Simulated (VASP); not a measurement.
Input:

```yaml
crystal:
  lattice:
    - [6.35932, 0.00000, 0.00000]
    - [-3.17966, 5.50734, 0.00000]
    - [0.00000, 0.00000, 5.06126]
  atoms:
    - { symbol: Zr, position: [0.33436, 0.16718, 0.75000] }
    - { symbol: Zr, position: [0.66564, 0.83282, 0.25000] }
    - { symbol: Zr, position: [0.16718, 0.33436, 0.25000] }
    - { symbol: Zr, position: [0.83282, 0.66564, 0.75000] }
    - { symbol: Zr, position: [0.83282, 0.16718, 0.75000] }
    - { symbol: Zr, position: [0.16718, 0.83282, 0.25000] }
    - { symbol: Hf, position: [0.66667, 0.33333, 0.25000] }
    - { symbol: Hf, position: [0.33333, 0.66667, 0.75000] }
```

Calculation: PBEsol GGA, VASP's PBE PAW potentials (set 64) (plane waves; VASP). Run with 400 eV cut-off, Gaussian smearing of 0.050 eV, potentials Zr_sv Hf_pv.

Task: Give the energies of bands 41 to 54 at the high-symmetry points, in eV from the Fermi level.

Result: 
| band | Γ | M | K | A | L | H |
|---|---|---|---|---|---|---|
| 41 | -2.29 | -1.38 | -1.28 | -1.14 | -0.81 | -0.82 |
| 42 | -0.32 | -1.35 | -1.25 | -1.14 | -0.81 | -0.82 |
| 43 | -0.32 | -1.03 | -1.21 | -1.14 | -0.77 | -0.79 |
| 44 | -0.21 | -0.94 | -1.11 | -1.14 | -0.77 | -0.79 |
| 45 | 0.50 | -0.66 | -1.11 | 0.02 | -0.65 | -0.79 |
| 46 | 0.56 | -0.53 | -1.07 | 0.02 | -0.65 | -0.79 |
| 47 | 0.56 | 0.07 | 0.26 | 0.81 | -0.15 | -0.12 |
| 48 | 0.64 | 0.17 | 0.26 | 0.81 | -0.15 | -0.12 |
| 49 | 0.91 | 0.67 | 0.54 | 0.81 | -0.03 | 0.12 |
| 50 | 0.91 | 0.73 | 0.54 | 0.81 | -0.03 | 0.12 |
| 51 | 0.94 | 0.82 | 0.64 | 1.63 | 0.40 | 0.13 |
| 52 | 0.94 | 0.90 | 0.64 | 1.63 | 0.40 | 0.13 |
| 53 | 1.09 | 1.25 | 0.68 | 1.63 | 0.49 | 0.15 |
| 54 | 1.18 | 1.29 | 0.73 | 1.66 | 0.49 | 0.15 |

It has no gap at this level: it comes out as a metal or semimetal.

The structure comes from a computed database's HfZr3 entry (P6_3/mmc); how it stands against other phases isn't given here. It was relaxed first.
